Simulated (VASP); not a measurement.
An input for Quantum ESPRESSO's pw.x (written as the equivalent of a VASP run, and not itself run):

```
&CONTROL
  calculation = 'scf'
  pseudo_dir = './pseudo'
  outdir = './out'
  tprnfor = .true.
  tstress = .true.
/
&SYSTEM
  ibrav = 0
  nat = 1
  ntyp = 1
  ecutwfc = 50
  occupations = 'smearing'
  smearing = 'methfessel-paxton'
  degauss = 0.00735
  input_dft = 'pbe'
/
&ELECTRONS
  conv_thr = 7.3e-08
  electron_maxstep = 100
/
ATOMIC_SPECIES
  Cs 132.905 Cs.upf
CELL_PARAMETERS angstrom
    -3.0500000    3.0500000    3.0500000
     3.0500000   -3.0500000    3.0500000
     3.0500000    3.0500000   -3.0500000
ATOMIC_POSITIONS crystal
  Cs   0.0000000  0.0000000  0.0000000
K_POINTS automatic
  3 3 3 0 0 0
```

Task: Write the VASP files for the same calculation (PBE).

Result: Several could match; the one computed here: 
### POSCAR
```
Cs
1.0
 -3.0500000000   3.0500000000   3.0500000000
  3.0500000000  -3.0500000000   3.0500000000
  3.0500000000   3.0500000000  -3.0500000000
Cs
1
Direct
  0.0000000000   0.0000000000   0.0000000000
```

**KPOINTS**
```
Regular mesh
0
Monkhorst Pack
  3 3 3
```

**INCAR**
```
SYSTEM = Cs
PREC = Accurate
ENCUT = 400
EDIFF = 1E-6
NELM = 100
ALGO = Normal
LREAL = .FALSE.
LASPH = .TRUE.
ISMEAR = 1
SIGMA = 0.1
GGA = PE
LMAXMIX = 4
LWAVE = .FALSE.
LCHARG = .FALSE.
ISIF = 2
```

POTCAR, in this order: Cs_sv (PBE.64 set). Program: vasp_std.

Limits of the translation: the potentials are each code's own (VASP's PAW set, PseudoDojo norm-conserving files in pw.x), so ENCUT and ecutwfc are chosen apart and not converted; conv_thr bounds pw.x's estimated SCF error, while EDIFF bounds the energy change between steps.

The compound is Cs in the bcc structure. The cell was not relaxed at this level. The k-mesh is coarse (spacing up to 0.49 per Å, 2π included), so the numbers may not be converged in it. The run is one of a series of settings (KPOINTS 3×3×3 Monkhorst-Pack mesh against the base run), some of them coarse on purpose.
